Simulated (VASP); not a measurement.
Crystal: BN.

```
B N
1.0
     2.49824    0.00000    0.00000
    -1.24912    2.16354    0.00000
     0.00000    0.00000    6.63570
B N
2 2
Cartesian
  0.0000 1.4424 1.6589
  1.2491 0.7212 4.9768
  0.0000 1.4424 4.9768
  1.2491 0.7212 1.6589
```

```yaml
Program: VASP 6.6.1
Task: relaxation of cell and atoms
Functional: PBE
Potentials_or_basis: VASP PAW PBE potentials, release 64 (B, N)
Cutoff: 520 eV
k_mesh: 15 × 15 × 6
Occupations: gaussian, width 0.02 eV
Spin: no spin polarisation
```

At the start: pressure 5.1 GPa; volume 8.97 Å³/atom.

Task: How do energy, volume and symmetry change on relaxing?

Result: Over 10 steps the energy falls by 9.2 meV/atom and the volume is 9.92 Å³/atom (+10.6 %); space group P6_3/mmc (No. 194, to 0.05 Å).

Step by step:
```csv
step,energy change (eV),largest force (eV/Å),pressure (GPa),volume (Å³)
1,0.0000,0.0000,5.14,35.87
2,0.0163,0.0000,-6.60,37.38
3,-0.0098,0.0000,0.45,36.43
4,-0.0140,0.0000,0.41,36.69
5,-0.0243,0.0000,0.27,37.46
6,-0.0357,0.0000,0.00,39.01
7,-0.0369,0.0000,-0.14,39.75
8,-0.0369,0.0000,-0.13,39.69
9,-0.0364,0.0000,1.00,39.53
10,-0.0369,0.0000,0.01,39.67
```

Final structure:
```cif
data_structure
_symmetry_space_group_name_H-M 'P 1'
_symmetry_Int_Tables_number 1
_cell_length_a 2.5123
_cell_length_b 2.5123
_cell_length_c 7.2570
_cell_angle_alpha 90.000
_cell_angle_beta 90.000
_cell_angle_gamma 120.000
_cell_volume 39.67
loop_
_atom_site_label
_atom_site_type_symbol
_atom_site_fract_x
_atom_site_fract_y
_atom_site_fract_z
_atom_site_occupancy
B1 B 0.33333 0.66667 0.25000 1
B2 B 0.66667 0.33333 0.75000 1
N1 N 0.33333 0.66667 0.75000 1
N2 N 0.66667 0.33333 0.25000 1
```

Caveat: this functional lacks dispersion, which binds the layers, so the pressure and a relaxed spacing across them are unreliable; the volume moved by +11 % from the deposited cell, more than functionals usually miss.
